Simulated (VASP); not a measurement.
```xyz
2
Lattice="2.8300 0.0000 0.0000 0.0000 2.8300 0.0000 0.0000 0.0000 4.0700" Properties=species:S:1:pos:R:3 pbc="T T T"
Ti     0.0000     0.0000     0.0000
Al     1.4150     1.4150     2.0350
```

Computed with PBE GGA + U (Dudarev), VASP's PBE PAW potentials (set 64) (plane waves; VASP). Run with 400 eV cut-off, 12×12×8 Γ-centred mesh, first-order Methfessel-Paxton smearing of 0.10 eV, potentials Ti_sv Al, U − J: Ti 2.00 eV.

Task: Give the stress tensor in GPa (positive for a compressed cell).

Result: 
```
1.46  0.00  0.00
0.00  1.46  0.00
0.00  0.00  1.75
```
The pressure is its mean diagonal, 1.56 GPa.

The compound is TiAl in the L1_0 structure. The cell was not relaxed at this level. The run is one of a series of settings (LDAU = .TRUE., LDAUJ = 0 0, LDAUL = 2 -1, LDAUTYPE = 2, LDAUU = 2.0 0 against the base run), some of them coarse on purpose. The electron count is odd and the run is not spin-polarised, which forces a metal.
